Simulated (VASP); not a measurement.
These are revPBE GGA, VASP's PBE PAW potentials (set 64) (plane waves; VASP 6.6.1) values and carry that method's errors. For the first row: Run with 520 eV cut-off, 13×13×10 Γ-centred mesh, first-order Methfessel-Paxton smearing of 0.10 eV, potentials Cu Au.

```json
[
 {"system": "CuAu (L1_0)", "energy (eV/atom)": "-3.1030"},
 {"system": "Cu atom", "energy (eV/atom)": "-0.2702"},
 {"system": "Au atom", "energy (eV/atom)": "-0.1974"}
]
```

Atoms are spin-polarised in a large box without symmetry, with the spin fixed by Hund's rule, and may not be in the lowest state of each functional; no zero-point energy is added.  Spin-orbit coupling is left out, which shifts such energies by up to tenths of an eV for the heavy elements here.

Q: What is the cohesive energy per atom of CuAu?

A: The references average (1×(-0.2702) + 1×(-0.1974))/2 = -0.2338 eV, so the cohesive energy is -0.2338 − (-3.1030) = 2.869 eV/atom. Measured: 3.743 eV/atom (as given by Niraj K. Nepal et al., Physical Review B (2019), arXiv:1905.09348; from measured formation enthalpy and elemental cohesive energies; zero-point energy not added).
